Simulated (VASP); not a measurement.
CH4, in a box:

```
C H
1.0
    12.22816    0.00000    0.00000
     0.00000   12.72816    0.00000
     0.00000    0.00000   13.22816
C H
1 4
Direct
  0.50000 0.50393 0.50000
  0.51757 0.42833 0.53635
  0.56269 0.56134 0.52159
  0.41944 0.53208 0.52443
  0.50029 0.49396 0.41764
```

Base run:

- Program: VASP 6.6.1
- Functional: RPBE
- Potentials or basis: VASP PAW PBE potentials, release 64 (C, H)
- Cutoff: 400 eV
- k mesh: 1 × 1 × 1
- Occupations: gaussian, width 0.01 eV
- Spin: no spin polarisation

Its results: gap between the frontier levels 8.83 eV; largest force 0.049 eV/Å.

Problem. The run is repeated on the same cell with these changes: functional from RPBE to optB86b-vdW. What comes out?

Solution. Gap between the frontier levels 8.67 eV; largest force 0.039 eV/Å.

Caveats: the PAW data sets were made with another functional, which shifts forces and pressure a little.

A k mesh can miss the band edges.

Not every run made on this cell is shown here.
